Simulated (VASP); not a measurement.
Wanted: the native input for a VASP 6.6.1 run.

| Property | Result |
| --- | --- |
| Task | single point |
| Functional | PBE |
| Potentials or basis | VASP PAW PBE potentials, release 64 (Al, Li_sv) |
| Cutoff | 520 eV |
| k mesh | 2 × 2 × 2 |
| Occupations | gaussian, width 0.05 eV |
| Spin | no spin polarisation |
| Dipole correction | no |
| Further INCAR settings | LREAL = Auto; ALGO = Fast; EDIFF = 1e-07; NBANDS = 72 |

The structure of LiAl32 (a cell with a defect) lies in POSCAR:

```
LiAl32
1.0
    8.1000000000      0.0000000000      0.0000000000
    0.0000000000      8.1000000000      0.0000000000
    0.0000000000      0.0000000000      8.1000000000
Al Li
32 1
Direct
    0.5000232099      0.0002572840      0.0019451852
    0.7446767901      0.2487516049      0.0012014815
    0.7382533333      0.0013886420      0.2486823457
    0.0000324691     -0.0053880247      0.0084591358
    0.2553469136      0.2487517284      0.0012011111
    0.5000034568      0.4958429630     -0.0043256790
    0.7398539506      0.7458246914     -0.0103450617
    0.2619591358      0.0014559259      0.2486140741
    0.5000230864      0.2479365432      0.2496597531
    0.7396927160      0.4896834568      0.2456388889
    0.5000465432      0.0053795062      0.5052028395
    0.7396397531      0.2605124691      0.5041974074
    0.7399200000      0.0043816049      0.7601764198
    0.0000308642      0.4805270370     -0.0199106173
    0.2601002469      0.7458324691     -0.0102630864
    0.0000327160      0.2417495062      0.2551895062
    0.2602618519      0.4897648148      0.2456479012
    0.5000467901      0.7448553086      0.2446040741
   -0.0001477778      0.0616997531      0.5608812346
    0.2603135802      0.2604301235      0.5041892593
    0.5000228395      0.5023920988      0.5002046914
    0.7384160494      0.7489735802      0.5010045679
    0.2600346914      0.0043724691      0.7600948148
    0.5000034568      0.2543086420      0.7542077778
    0.7446364198      0.5014760494      0.7485954321
   -0.0001472840      0.6884353086      0.1889506173
    0.0000328395      0.5083002469      0.4946061728
    0.2617939506      0.7489065432      0.5010713580
    0.0000304938      0.2696343210      0.7697181481
    0.2553890123      0.5014761728      0.7485949383
    0.5000228395      0.7499237037      0.7477601235
    0.0000328395      0.7555901235      0.7415145679
    0.0002846914      0.8753191358      0.3746571605
```

The cell was built by a generator and needn't be a form met in nature.

These files were run (other wordings do the same):

INCAR

```
ALGO = Fast
EDIFF = 1E-7
ENCUT = 520
GGA = PE
ISIF = 2
ISMEAR = 0
LASPH = True
LCHARG = False
LREAL = Auto
LWAVE = False
NBANDS = 72
NELM = 100
PREC = Accurate
SIGMA = 0.05
```

KPOINTS

```
k-points
0
Gamma
  2 2 2
```

Potentials or basis: VASP PAW PBE potentials, release 64 (Al, Li_sv).

Run with:

```sh
$ cat potpaw_PBE.64/Al/POTCAR potpaw_PBE.64/Li_sv/POTCAR > POTCAR
$ mpirun -np 1 vasp_std > vasp.out
```

Results of the run:

```json
{
  "Largest force": "0.059 eV/Å",
  "Band gap on the k mesh": "none (metal or under the smearing width)"
}
```

Caveat: the k mesh is coarse (spacing up to 0.39 Å⁻¹), so the values aren't converged.

Run time: 6 min on 1 thread of Intel(R) Xeon(R) 6975P-C (Granite Rapids), with other jobs on the host, peak memory 0.57 GiB.
